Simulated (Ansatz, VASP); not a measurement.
# Cs2CoAgF6: VASP beside Ansatz, part 2 of 2

Wanted: the spread between two codes on one cell, functional and k mesh. The cell is taken from a series of runs on this material, whose earlier steps may have relaxed, scaled, displaced or heated it; both programs get it as it stands.

VASP 6.6.1 and Ansatz 0.2.0.

So far: The structure; Ansatz: G0W0 gap, PBE, DFT+U.

In doubt: one-shot GW on d or f shells is unsure (step 2), so the values of those runs are not to be relied on.

**3. VASP: G0W0 gap, PBE, DFT+U**

Level of this step: G0W0 on PBE+U, no spin polarisation; plane waves and PAW (Cs_sv_GW, Co_sv_GW, Ag_sv_GW, F_GW) (VASP).

The same cell, functional and mesh now go to VASP, with its own data sets.

Lines of VASP's logs that name or quote its potential files are left out, and so is its time.

The run reads the wave functions of an earlier VASP run, which isn't shown here.

Input file INCAR:

```
SYSTEM = Cs2CoAgF6
PREC = Accurate
ENCUT = 520
ISMEAR = 0
SIGMA = 0.01
LREAL = .FALSE.
GGA = PE
NBANDS = 794
LASPH = .TRUE.
LMAXMIX = 4
ALGO = EVGW0
NELMGW = 1
ENCUTGW = 150
NOMEGA = 64
PRECFOCK = Fast
NBANDSGW = 56
LWAVE = .FALSE.
LCHARG = .FALSE.
```

Input file POSCAR:

```
Cs2CoAgF6
1.0
    0.0000000000      4.4729692616      4.4729692616
    4.4729692616      0.0000000000      4.4729692616
    4.4729692616      4.4729692616      0.0000000000
Cs Co Ag F
2 1 1 6
Direct
    0.2500000000      0.2500000000      0.2500000000
    0.7500000000      0.7500000000      0.7500000000
    0.0000000000      0.0000000000      0.0000000000
    0.5000000000      0.5000000000      0.5000000000
    0.2127514160      0.2127514160      0.7872485840
    0.2127514160      0.7872485840      0.7872485840
    0.7872485840      0.7872485840      0.2127514160
    0.2127514160      0.7872485840      0.2127514160
    0.7872485840      0.2127514160      0.7872485840
    0.7872485840      0.2127514160      0.2127514160
```

Input file KPOINTS:

```
Automatic mesh
0
Gamma
2 2 2
0 0 0
```

Potentials, in the order of the species: Cs_sv_GW, Co_sv_GW, Ag_sv_GW and F_GW (PBE family, release 64).

Launch:

```bash
$ export OMP_NUM_THREADS=3
$ mpirun -np 1 vasp_std
```

Numbers of over 12 decimals in the logs are rounded to 6 here.

What it wrote:

```text
[banner, memory and clock lines left out]
running    1 mpi-ranks, on    1 nodes
 distrk:  each k-point on    1 cores,    1 groups
 distr:  one band on    1 cores,    1 groups
 Offloading initialized ...    1 GPUs detected
 POSCAR found type information on POSCAR CsCoAgF
 POSCAR found :  4 types and      10 ions
|                                                                             |
|           W    W    AA    RRRRR   N    N  II  N    N   GGGG   !!!           |
|           W    W   A  A   R    R  NN   N  II  NN   N  G    G  !!!           |
|           W    W  A    A  R    R  N N  N  II  N N  N  G       !!!           |
|           W WW W  AAAAAA  RRRRR   N  N N  II  N  N N  G  GGG   !            |
|           WW  WW  A    A  R   R   N   NN  II  N   NN  G    G                |
|           W    W  A    A  R    R  N    N  II  N    N   GGGG   !!!           |
|                                                                             |
|     The default for ENCUTGWSOFT is different in this version of VASP.       |
|     please manually set ENCUTGWSOFT =150 in the INCAR file.                 |
|                                                                             |

 LDA part: xc-table for (Slater+PW92), standard interpolation
 found WAVECAR, reading the header
 POSCAR, INCAR and KPOINTS ok, starting setup
 FFT: planning ... GRIDC
 FFT: planning ... GRID_SOFT
 FFT: planning ... GRID
 reading WAVECAR
 the WAVECAR file was read successfully
 initial charge from wavefunction
 available memory per node:   1648.86 GB, setting MAXMEM to   1688435

 The Fermi energy was updated, please check that it is located mid-gap
 values below the HOMO (VB) or above the LUMO (CB) will cause erroneous energies
 E-fermi :   2.2115

 calculate exact exchange contribution
 the WAVEDER file was read successfully
|                                                                             |
|           W    W    AA    RRRRR   N    N  II  N    N   GGGG   !!!           |
|           W    W   A  A   R    R  NN   N  II  NN   N  G    G  !!!           |
|           W    W  A    A  R    R  N N  N  II  N N  N  G       !!!           |
|           W WW W  AAAAAA  RRRRR   N  N N  II  N  N N  G  GGG   !            |
|           WW  WW  A    A  R   R   N   NN  II  N   NN  G    G                |
|           W    W  A    A  R    R  N    N  II  N    N   GGGG   !!!           |
|                                                                             |
|     Automatic setting of frequency mesh for GW failed. Frequency mesh       |
|     properly not suitable for determining QP energies. Consider             |
|     increasing number of kpoints.                                           |
|                                                                             |

energies w=
    0.000    0.000    1.032    0.000    2.063    0.000    3.088    0.000
    4.108    0.000    5.118    0.000    6.119    0.000    7.109    0.000
    8.087    0.000    9.052    0.000   10.003    0.000   10.942    0.000
   11.869    0.000   12.783    0.000   13.685    0.000   14.577    0.000
   15.459    0.000   16.333    0.000   17.201    0.000   18.063    0.000
   18.921    0.000   19.777    0.000   20.633    0.000   21.491    0.000
   22.352    0.000   23.218    0.000   24.093    0.000   24.978    0.000
   25.875    0.000   26.789    0.000   27.720    0.000   28.674    0.000
   29.652    0.000   30.660    0.000   31.700    0.000   32.779    0.000
   33.901    0.000   35.071    0.000   36.298    0.000   37.589    0.000
   38.952    0.000   40.398    0.000   41.938    0.000   43.586    0.000
   45.359    0.000   47.276    0.000   49.361    0.000   51.641    0.000
   54.150    0.000   56.931    0.000   60.035    0.000   63.529    0.000
   67.496    0.000   72.046    0.000   77.322    0.000   83.518    0.000
   90.901    0.000   99.850    0.000  110.920    0.000  124.962    0.000
  143.341    0.000  168.407    0.000  204.561    0.000  261.142    0.000
 responsefunction array rank=     754
 LDA part: xc-table for (Slater+PW92), standard interpolation

 min. memory requirement per mpi rank   1905.3 MB, per node   1905.3 MB

 allocating  64 responsefunctions rank=   754
 shmem allocating  64 responsefunctions rank=   754
 response function shared by NCSHMEM nodes    1
 Doing            64  frequencies on each core in blocks of            64
NQ=   1    0.0000    0.0000    0.0000,
|.........|.........|.........|.........|.........|.........|.........|.........
 performed        839000 updates of chi_q(r,r)
 total number of BLAS operations       3530.99 Gflops
NQ=   2    0.5000    0.0000    0.0000,
|.........|.........|.........|.........|.........|.........|.........|.........
 performed       2123000 updates of chi_q(r,r)
 total number of BLAS operations       9372.39 Gflops
NQ=   3    0.5000    0.5000    0.0000,
|.........|.........|.........|.........|.........|.........|.........|.........
 performed       3318000 updates of chi_q(r,r)
 total number of BLAS operations      14609.30 Gflops
 resolving degeneracies of screened two electron integrals

 calculate QP shifts <psi_nk| G(iteration)W_0 |psi_nk>: iteration 1
 entering main loop
```

From OUTCAR (step 3):

```text
ion  position               nearest neighbor table
   1  0.250  0.250  0.250-
   2  0.750  0.750  0.750-
   3  0.000  0.000  0.000-   5 1.90   6 1.90   7 1.90   8 1.90   9 1.90  10 1.90
   4  0.500  0.500  0.500-
   5  0.213  0.213  0.787-   3 1.90
   6  0.213  0.787  0.787-   3 1.90
   7  0.787  0.787  0.213-   3 1.90
   8  0.213  0.787  0.213-   3 1.90
   9  0.787  0.213  0.787-   3 1.90
  10  0.787  0.213  0.213-   3 1.90

  LATTYP: Found a face centered cubic cell.
 ALAT       =     8.9459385232

 Subroutine GETGRP returns: Found 48 space group operations
 (whereof 48 operations were pure point group operations)

The static configuration has the point symmetry O_h .

 Found      3 irreducible k-points:

   k-points           NKPTS =      3   k-points in BZ     NKDIM =      8   number of bands    NBANDS=    794

   dimension x,y,z NGX =    48 NGY =   48 NGZ =   48
   dimension x,y,z NGXF=    96 NGYF=   96 NGZF=   96

   ENCUT  =  520.0 eV  38.22 Ry    6.18 a.u.  11.76 11.76 11.76*2*pi/ulx,y,z

   NELECT =      96.0000    total number of electrons

  energy-cutoff  :      520.00
  volume of cell :      178.99
      direct lattice vectors                 reciprocal lattice vectors
     0.000000000  4.472969262  4.472969262    -0.111782570  0.111782570  0.111782570
     4.472969262  0.000000000  4.472969262     0.111782570 -0.111782570  0.111782570
     4.472969262  4.472969262  0.000000000     0.111782570  0.111782570 -0.111782570

 k-points in reciprocal lattice and weights: Automatic mesh
   0.00000000  0.00000000  0.00000000       0.125
   0.50000000  0.00000000  0.00000000       0.500
   0.50000000  0.50000000  0.00000000       0.375

 E-fermi :   2.2115

 QP shifts <psi_nk| G(iteration)W_0 |psi_nk>: iteration 1
 for sc-GW calculations column KS-energies equals QP-energies in previous step
 and V_xc(KS)=  KS-energies - (<T + V_ion + V_H > + <T+V_H+V_ion>^1  + <V_x>^1)
 k-point   1 :       0.0000    0.0000    0.0000
  band No.  KS-energies  QP-energies   sigma(KS)   V_xc(KS)     V^pw_x(r,r')   Z            occupation Imag(sigma)
    ...
     45      -0.4320      -1.7239     -26.9138     -25.2291     -30.6065       0.7668       2.0000       0.5064
     46       1.7742       0.7364     -29.6003     -28.1183     -37.1965       0.7002       2.0000       0.7702
     47       1.7742       0.7364     -29.6003     -28.1183     -37.1965       0.7002       2.0000       0.7702
     48       1.7742       0.7364     -29.6003     -28.1183     -37.1965       0.7002       2.0000       0.7702
     49       3.4685       5.5376     -25.1228     -28.0403     -19.9606       0.7092       0.0000      -0.5269
     50       3.4685       5.5376     -25.1228     -28.0403     -19.9606       0.7092       0.0000      -0.5269
     51       4.2538       5.2592     -10.0286     -11.2363      -6.2187       0.8326       0.0000      -0.3035
     52       7.8812       8.8296      -8.1951      -9.3158      -4.6517       0.8463       0.0000      -0.3088
    ...

 k-point   2 :       0.5000    0.0000    0.0000
  band No.  KS-energies  QP-energies   sigma(KS)   V_xc(KS)     V^pw_x(r,r')   Z            occupation Imag(sigma)
    ...
     45       0.0603      -1.3096     -26.7016     -24.9081     -31.0479       0.7638       2.0000       0.4749
     46       1.6977       0.6827     -29.5686     -28.1042     -37.2892       0.6931       2.0000       0.7966
     47       1.7411       0.7170     -29.6058     -28.1343     -37.2823       0.6960       2.0000       0.7836
     48       1.7411       0.7170     -29.6058     -28.1343     -37.2823       0.6960       2.0000       0.7836
     49       3.1988       5.2897     -24.3875     -27.3383     -18.8838       0.7086       0.0000      -0.5188
     50       3.1988       5.2897     -24.3875     -27.3383     -18.8838       0.7086       0.0000      -0.5188
     51       5.0780       6.2219     -11.4177     -12.8071      -7.6721       0.8233       0.0000      -0.3431
     52       8.1411       9.0928      -8.9697     -10.0982      -5.3066       0.8434       0.0000      -0.3236
    ...

 k-point   3 :       0.5000    0.5000    0.0000
  band No.  KS-energies  QP-energies   sigma(KS)   V_xc(KS)     V^pw_x(r,r')   Z            occupation Imag(sigma)
    ...
     45      -0.2595      -1.8643     -26.0077     -23.8655     -31.1686       0.7492       2.0000       0.5470
     46       1.6963       0.6810     -29.5465     -28.0812     -37.2275       0.6930       2.0000       0.7926
     47       1.7541       0.7307     -29.7404     -28.2720     -37.4640       0.6970       2.0000       0.7861
     48       1.7541       0.7307     -29.7404     -28.2720     -37.4640       0.6970       2.0000       0.7861
     49       2.6488       4.5340     -21.1370     -23.7174     -15.7607       0.7306       0.0000      -0.4383
     50       3.4734       5.5430     -25.1552     -28.0792     -19.9858       0.7078       0.0000      -0.5282
     51       5.7249       7.2752     -14.8745     -16.8137     -10.6468       0.7995       0.0000      -0.5037
     52       7.8800       8.8445      -9.0662     -10.2121      -5.7582       0.8417       0.0000      -0.3006
    ...
```

This run has no spin polarisation, so a moment on Co, if there is one, isn't seen.

**4. Comparison**

Known differences besides the potentials themselves: U acts on the PAW sphere in VASP and on atomic orbitals in Ansatz, so only states and trends compare; fixed occupations in Ansatz, narrow Gaussian smearing in VASP; the cutoff is 420 eV in Ansatz and 520 eV in VASP; Ansatz integrates over frequency by contour deformation, VASP on a grid of NOMEGA points; Ansatz's G0W0 levels solve the quasiparticle equation, VASP's are linearised. Total energies have different zeros and are not compared.

The two programs side by side:

| quantity | Ansatz | VASP | difference |
| --- | --- | --- | --- |
| G0W0 gap on the mesh (eV) | 3.18 | 3.80 | -0.62 |
| Kohn-Sham gap under it (eV) | 0.86 | 0.87 | -0.01 |

VASP's log warns that its frequency grid doesn't suit quasiparticle energies on this mesh.

**5. Summary of results**

```yaml
difference_in_g0w0_gap_on_the_mesh_g0w0_gap_pbe_dft_u: -0.62 eV
```

**Reading.** The difference in G0W0 gap on the mesh is -0.62 eV (G0W0 gap, PBE, DFT+U). Part of the difference in the G0W0 gap can come from VASP's linearised levels. How closely two codes agree says nothing of how well the functional describes the real material.

[Lines on the potential files, build, host, timing and source positions are cut from VASP's logs without a mark.]

[Logs are printed without paths, hosts, clocks, repeated set-up lines and the standing remarks that a program may print on its own settings, such as how far it seeks lower states.]

[Hosts, paths, dates, database ids (printed as entryN), source tags and the programs' standing remarks are cut or masked in the printed files.]
